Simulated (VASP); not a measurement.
Given:

```yaml
crystal:
  lattice:
    - [-2.78045, 2.78045, 2.78045]
    - [2.78045, -2.78045, 2.78045]
    - [2.78045, 2.78045, -2.78045]
  atoms:
    - { symbol: Rb, position: [0.00000, 0.00000, 0.00000] }
```

The numbers are results of PBE GGA with D3 dispersion (Becke-Johnson damping), VASP's PBE PAW potentials (set 64) (plane waves; VASP), not measurements. Run with 520 eV cut-off, Gaussian smearing of 0.050 eV, potentials Rb_sv.

### Question
Give the energies of bands 5 to 7 at the high-symmetry points, in eV from the Fermi level.

### Answer

```csv
band,Γ,H,N,P
5,-2.07,1.19,0.20,1.29
6,3.71,1.19,0.80,1.29
7,3.71,3.38,2.57,1.29
```

It has no gap at this level: it comes out as a metal or semimetal.

The compound is Rb in the bcc structure. It was relaxed first.
